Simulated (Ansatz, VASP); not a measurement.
**Cross-check of Si2Ni between VASP and Ansatz**

One calculation is typed for both programs; each brings its own data sets. How far apart do they land? The cell is taken from a series of runs on this material, whose earlier steps may have relaxed, scaled, displaced or heated it; both programs get it as it stands.

Program: Ansatz 0.2.0. Level of theory: plane waves, with VASP 6.6.1 beside it; zone-centre phonons at LDA. Results are calculated unless marked as measured.

## (1) The structure

The structure is cubic, space group Fm-3m (No. 225). The conventional cell has a = 5.455 Å, b = 5.455 Å, c = 5.455 Å, α = 90.00°, β = 90.00°, γ = 90.00°. Si has 4 Ni at 2.36 Å nearest. Nearest to Ni lie 8 Si at 2.36 Å. Farther neighbours are not listed.

As a file:

```
Si Ni
1.0
     0.00000    2.72726    2.72726
     2.72726    0.00000    2.72726
     2.72726    2.72726    0.00000
Si Ni
2 1
Direct
  0.25000 0.25000 0.25000
  0.75000 0.75000 0.75000
  0.00000 0.00000 0.00000
```

## (2) VASP: zone-centre phonons, LDA

Second derivatives magnify differences that forces hide, and they need a tight electronic threshold.

Lines of VASP's logs that name or quote its potential files are left out, and so is its time.

INCAR

```
SYSTEM = Si2Ni
PREC = Accurate
ENCUT = 600
EDIFF = 1E-08
NELM = 120
ISMEAR = 1
SIGMA = 0.2
LREAL = .FALSE.
ALGO = Normal
GGA = CA
NBANDS = 15
LASPH = .TRUE.
LORBIT = 11
LWAVE = .FALSE.
LCHARG = .FALSE.
ISIF = 2
IBRION = 8
GGA_COMPAT = .FALSE.
KPAR = 2
```

POSCAR

```
Si2Ni
1.0
    0.0000000000      2.7272644904      2.7272644904
    2.7272644904      0.0000000000      2.7272644904
    2.7272644904      2.7272644904      0.0000000000
Si Ni
2 1
Direct
    0.2500000000      0.2500000000      0.2500000000
    0.7500000000      0.7500000000      0.7500000000
    0.0000000000      0.0000000000      0.0000000000
```

KPOINTS

```
Automatic mesh
0
Gamma
16 16 16
0 0 0
```

The projector-augmented-wave data sets are Si and Ni (LDA family, release 64).

Run with:

```
$ mpirun -np 2 vasp_std
```

Numbers of over 12 decimals in the logs are rounded to 6 here.

Output:

```text
[banner, memory and clock lines left out]
running    2 mpi-ranks, on    1 nodes
 distrk:  each k-point on    1 cores,    2 groups
 distr:  one band on    1 cores,    1 groups

 POSCAR found type information on POSCAR SiNi
 POSCAR found :  2 types and       3 ions
 LDA part: xc-table for (Slater(with rela. corr.)+CA(PZ))
 , standard interpolation
 POSCAR, INCAR and KPOINTS ok, starting setup
 FFT: planning ... GRIDC
 FFT: planning ... GRID_SOFT
 FFT: planning ... GRID
 WAVECAR not read
 entering main loop
       N       E                     dE             d eps       ncg     rms          rms(c)
DAV:   1     0.708037953335E+02    0.70804E+02   -0.85384E+03  4350   0.136E+03
DAV:   2    -0.175877664315E+02   -0.88392E+02   -0.81833E+02  4658   0.241E+02
DAV:   3    -0.217516635215E+02   -0.41639E+01   -0.40725E+01  5710   0.562E+01
DAV:   4    -0.218304148156E+02   -0.78751E-01   -0.78662E-01  5110   0.721E+00
DAV:   5    -0.218325063542E+02   -0.20915E-02   -0.20913E-02  5970   0.127E+00    0.159E+01
DAV:   6    -0.263931153516E+02   -0.45606E+01   -0.41623E+01  4718   0.158E+02    0.244E+01
DAV:   7    -0.199794208847E+02    0.64137E+01   -0.12846E+01  5478   0.993E+01    0.374E+00
DAV:   8    -0.198918802170E+02    0.87541E-01   -0.18268E+00  6334   0.218E+01    0.267E+00
DAV:   9    -0.198405551761E+02    0.51325E-01   -0.28056E-01  5450   0.986E+00    0.626E-01
DAV:  10    -0.198386414897E+02    0.19137E-02   -0.95738E-03  6447   0.181E+00    0.300E-01
DAV:  11    -0.198382958171E+02    0.34567E-03   -0.88078E-04  6544   0.353E-01    0.528E-02
DAV:  12    -0.198383048822E+02   -0.90650E-05   -0.39523E-05  5564   0.619E-02    0.298E-02
DAV:  13    -0.198382987480E+02    0.61342E-05   -0.19477E-05  5902   0.116E-01    0.559E-03
DAV:  14    -0.198382988139E+02   -0.65871E-07   -0.18792E-06  5071   0.129E-02    0.313E-03
DAV:  15    -0.198382986811E+02    0.13275E-06   -0.28022E-07  6357   0.120E-02    0.416E-04
DAV:  16    -0.198382986849E+02   -0.37437E-08   -0.37434E-08  4446   0.157E-03
   1 F= -.19838299E+02 E0= -.19837964E+02  d E =-.100427E-02
 Linear response reoptimize wavefunctions to high precision
DAV:   1    -0.198382986848E+02    0.29331E-10   -0.26524E-10  3596   0.204E-04
 Linear response DOF=           2
 Linear response progress:
  Degree of freedom:   1/  2
       N       E                     dE             d eps       ncg     rms          rms(c)
RMM:   1    -0.206086367529E-01   -0.20609E-01    0.26068E-02 46578   0.121E+00
RMM:   2    -0.178651841929E-01    0.27435E-02   -0.10629E-03 27774   0.532E-01    0.903E-02
RMM:   3    -0.180455629969E-01   -0.18038E-03   -0.48823E-04 31127   0.154E-01    0.484E-02
RMM:   4    -0.181855966414E-01   -0.14003E-03   -0.61959E-05 29320   0.586E-02    0.813E-03
RMM:   5    -0.181776688585E-01    0.79278E-05   -0.35052E-06 32408   0.156E-02    0.466E-03
RMM:   6    -0.181622529181E-01    0.15416E-04   -0.51144E-07 32783   0.608E-03    0.891E-04
RMM:   7    -0.181654853930E-01   -0.32325E-05   -0.26427E-07 30156   0.255E-03    0.665E-04
RMM:   8    -0.181682343368E-01   -0.27489E-05   -0.70178E-08 30586   0.134E-03    0.402E-04
RMM:   9    -0.181668252965E-01    0.14090E-05    0.10227E-07 32086   0.509E-04    0.471E-05
RMM:  10    -0.181668784113E-01   -0.53115E-07   -0.12673E-08 33817   0.135E-04    0.149E-05
RMM:  11    -0.181668447703E-01    0.33641E-07   -0.28770E-09 33797   0.443E-05    0.655E-06
RMM:  12    -0.181668402665E-01    0.45038E-08   -0.13520E-09 34850   0.196E-05    0.205E-06
 first order change of Fermi-energy   0.13241E-05
 force on displaced ion       1 direction 1 :  -6.548  -0.000  -0.000
 Linear response progress:
  Degree of freedom:   2/  2
       N       E                     dE             d eps       ncg     rms          rms(c)
RMM:   1    -0.193277915810E+00   -0.19328E+00   -0.11392E-01 16586   0.256E+00
RMM:   2    -0.189270557873E+00    0.40074E-02   -0.25154E-03 14844   0.628E-01    0.191E-01
RMM:   3    -0.189120441564E+00    0.15012E-03   -0.35597E-04 16576   0.141E-01    0.112E-01
RMM:   4    -0.189626758285E+00   -0.50632E-03   -0.33647E-04 17375   0.127E-01    0.762E-03
RMM:   5    -0.189599160813E+00    0.27597E-04   -0.70337E-06 17831   0.257E-02    0.527E-03
RMM:   6    -0.189596686404E+00    0.24744E-05   -0.75813E-07 15688   0.101E-02    0.379E-03
RMM:   7    -0.189588895112E+00    0.77913E-05   -0.28496E-07 17815   0.543E-03    0.698E-04
RMM:   8    -0.189584337781E+00    0.45573E-05   -0.18576E-08 18406   0.114E-03    0.281E-04
RMM:   9    -0.189582424881E+00    0.19129E-05   -0.29346E-09 18035   0.307E-04    0.408E-05
RMM:  10    -0.189582232943E+00    0.19194E-06   -0.29067E-09 18732   0.105E-04    0.144E-05
RMM:  11    -0.189582183603E+00    0.49340E-07   -0.27767E-09 19129   0.498E-05    0.509E-06
RMM:  12    -0.189582136356E+00    0.47247E-07   -0.31759E-09 19154   0.285E-05    0.121E-06
RMM:  13    -0.189582150264E+00   -0.13909E-07   -0.27330E-09 18263   0.242E-05    0.289E-07
RMM:  14    -0.189582152262E+00   -0.19977E-08   -0.33948E-09 14900   0.224E-05    0.106E-07
 first order change of Fermi-energy  -0.37644E-03
 force on displaced ion       3 direction 1 :  -8.171   0.000   0.000
 Linear response finished
```

From OUTCAR (step 2):

```text
ion  position               nearest neighbor table
   1  0.250  0.250  0.250-   3 2.36   3 2.36   3 2.36   3 2.36   2 2.73   2 2.73   2 2.73   2 2.73
                             2 2.73   2 2.73
   2  0.750  0.750  0.750-   3 2.36   3 2.36   3 2.36   3 2.36   1 2.73   1 2.73   1 2.73   1 2.73
                             1 2.73   1 2.73
   3  0.000  0.000  0.000-   1 2.36   2 2.36   2 2.36   2 2.36   2 2.36   1 2.36   1 2.36   1 2.36

  LATTYP: Found a face centered cubic cell.
 ALAT       =     5.4545289808

 Subroutine GETGRP returns: Found 48 space group operations
 (whereof 48 operations were pure point group operations)

The static configuration has the point symmetry O_h .

 Found    145 irreducible k-points:

   k-points           NKPTS =    145   k-points in BZ     NKDIM =    145   number of bands    NBANDS=     15

   dimension x,y,z NGX =    32 NGY =   32 NGZ =   32
   dimension x,y,z NGXF=    64 NGYF=   64 NGZF=   64

   ENCUT  =  600.0 eV  44.10 Ry    6.64 a.u.   7.70  7.70  7.70*2*pi/ulx,y,z

   NELECT =      18.0000    total number of electrons

 k-points in reciprocal lattice and weights: Automatic mesh
   0.00000000  0.00000000  0.00000000       0.000
   0.06250000  0.00000000  0.00000000       0.002
   0.12500000  0.00000000  0.00000000       0.002
   0.18750000  0.00000000  0.00000000       0.002
   0.25000000  0.00000000  0.00000000       0.002
   0.31250000  0.00000000  0.00000000       0.002
   0.37500000  0.00000000  0.00000000       0.002
   0.43750000  0.00000000  0.00000000       0.002
   0.50000000  0.00000000  0.00000000       0.001
[...]
-0.31250000  0.50000000  0.18750000       0.003
  -0.25000000  0.50000000  0.25000000       0.001

 average (electrostatic) potential at core
       1 -81.8611       2 -81.8611       3 -82.4780

  Total       -2.0962239     -2.0962239     -2.0962239     -0.0000000      0.0000000      0.0000000
  in kB      -82.7821096    -82.7821096    -82.7821096     -0.0000000      0.0000000      0.0000000
  external PRESSURE =     -82.7821096 kB  Pullay stress =       0.0000000 kB

  energy-cutoff  :      600.00
  volume of cell :       40.57
      direct lattice vectors                 reciprocal lattice vectors
     0.000000000  2.727264490  2.727264490    -0.183333887  0.183333887  0.183333887
     2.727264490  0.000000000  2.727264490     0.183333887 -0.183333887  0.183333887
     2.727264490  2.727264490  0.000000000     0.183333887  0.183333887 -0.183333887

 POSITION                                       TOTAL-FORCE (eV/Angst)
 -----------------------------------------------------------------------------------
      1.36363      1.36363      1.36363         0.000000      0.000000     -0.000000
      4.09090      4.09090      4.09090        -0.000000     -0.000000      0.000000
      0.00000      0.00000      0.00000         0.000000      0.000000      0.000000
 -----------------------------------------------------------------------------------
    total drift:                                0.000000     -0.000000      0.000000

 Eigenvectors and eigenvalues of the dynamical matrix
 ----------------------------------------------------

   1 f  =    8.846447 THz    55.583867 2PiTHz  295.085717 cm-1    36.585950 meV
             X         Y         Z           dx          dy          dz
      1.363632  1.363632  1.363632     0.581050    0.057234   -0.398880
      4.090897  4.090897  4.090897    -0.581050   -0.057234    0.398880
      0.000000  0.000000  0.000000     0.000000   -0.000000    0.000000

   2 f  =    8.846447 THz    55.583867 2PiTHz  295.085717 cm-1    36.585950 meV
             X         Y         Z           dx          dy          dz
      1.363632  1.363632  1.363632     0.069315   -0.703701    0.000000
      4.090897  4.090897  4.090897    -0.069315    0.703701   -0.000000
      0.000000  0.000000  0.000000    -0.000000    0.000000    0.000000

   3 f  =    8.846447 THz    55.583867 2PiTHz  295.085717 cm-1    36.585950 meV
             X         Y         Z           dx          dy          dz
      1.363632  1.363632  1.363632    -0.396959   -0.039101   -0.583862
      4.090897  4.090897  4.090897     0.396959    0.039101    0.583862
      0.000000  0.000000  0.000000    -0.000000   -0.000000    0.000000

   4 f  =    8.350328 THz    52.466657 2PiTHz  278.536952 cm-1    34.534165 meV
             X         Y         Z           dx          dy          dz
      1.363632  1.363632  1.363632    -0.000000    0.000000    0.505971
      4.090897  4.090897  4.090897    -0.000000    0.000000    0.505971
      0.000000  0.000000  0.000000    -0.000000    0.000000   -0.698560

   5 f  =    8.350328 THz    52.466657 2PiTHz  278.536952 cm-1    34.534165 meV
             X         Y         Z           dx          dy          dz
      1.363632  1.363632  1.363632     0.505971    0.000000   -0.000000
      4.090897  4.090897  4.090897     0.505971   -0.000000    0.000000
      0.000000  0.000000  0.000000    -0.698560    0.000000    0.000000

   6 f  =    8.350328 THz    52.466657 2PiTHz  278.536952 cm-1    34.534165 meV
             X         Y         Z           dx          dy          dz
      1.363632  1.363632  1.363632    -0.000000    0.505971   -0.000000
      4.090897  4.090897  4.090897    -0.000000    0.505971   -0.000000
      0.000000  0.000000  0.000000     0.000000   -0.698560    0.000000

   7 f/i=    0.008720 THz     0.054789 2PiTHz    0.290867 cm-1     0.036063 meV
             X         Y         Z           dx          dy          dz
      1.363632  1.363632  1.363632    -0.168137    0.461998    0.047762
      4.090897  4.090897  4.090897    -0.168137    0.461998    0.047762
      0.000000  0.000000  0.000000    -0.243565    0.669255    0.069189

   8 f/i=    0.008720 THz     0.054789 2PiTHz    0.290867 cm-1     0.036063 meV
             X         Y         Z           dx          dy          dz
      1.363632  1.363632  1.363632     0.159077    0.009558    0.467543
      4.090897  4.090897  4.090897     0.159077    0.009558    0.467543
      0.000000  0.000000  0.000000     0.230441    0.013846    0.677288

   9 f/i=    0.008720 THz     0.054789 2PiTHz    0.290867 cm-1     0.036063 meV
             X         Y         Z           dx          dy          dz
      1.363632  1.363632  1.363632     0.436368    0.174528   -0.152039
      4.090897  4.090897  4.090897     0.436368    0.174528   -0.152039
      0.000000  0.000000  0.000000     0.632129    0.252823   -0.220245

 ELASTIC MODULI CONTR FROM IONIC RELAXATION (kBar)
 Direction    XX          YY          ZZ          XY          YZ          ZX
 --------------------------------------------------------------------------------
 XX          -0.0000      0.0000      0.0000     -0.0000      0.0000      0.0000
 YY           0.0000     -0.0000     -0.0000     -0.0000     -0.0000     -0.0000
 ZZ           0.0000     -0.0000     -0.0000      0.0000     -0.0000      0.0000
 XY          -0.0000     -0.0000      0.0000   -284.7071      0.0000      0.0000
 YZ           0.0000     -0.0000     -0.0000      0.0000   -284.7071      0.0000
 ZX           0.0000     -0.0000      0.0000      0.0000      0.0000   -284.7071
 --------------------------------------------------------------------------------
```

This run has no spin polarisation, so a moment on Ni, if there is one, isn't seen.

(Continued in part 2 of 2.)

[Lines on the potential files, build, host, timing and source positions are cut from VASP's logs without a mark.]

[Logs are printed without paths, hosts, clocks, repeated set-up lines and the standing remarks that a program may print on its own settings, such as how far it seeks lower states.]

[Hosts, paths, dates, database ids (printed as entryN), source tags and the programs' standing remarks are cut or masked in the printed files.]
